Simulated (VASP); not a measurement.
Data:

```
CELL_PARAMETERS angstrom
      0.00000     2.41863     2.41863
      2.41863     0.00000     2.41863
      2.41863     2.41863     0.00000
ATOMIC_POSITIONS crystal
  Y  0.00000 0.00000 0.00000
  N  0.50000 0.50000 0.50000
```

The numbers are results of r2SCAN+rVV10, VASP's PBE PAW potentials (set 64) (plane waves; VASP 6.6.1), not measurements. Settings: 520 eV cut-off, 9×9×9 Γ-centred mesh, Gaussian smearing of 0.050 eV, potentials Y_sv N.

Problem. Give the stress tensor in GPa (positive for a compressed cell).

Solution. 
```
5.60  0.00  0.00
0.00  5.60  0.00
0.00  0.00  5.60
```
The pressure is its mean diagonal, 5.60 GPa.

The compound is YN in the rock salt structure. This cell is one point of a volume scan, at 0.97 of the reference volume.
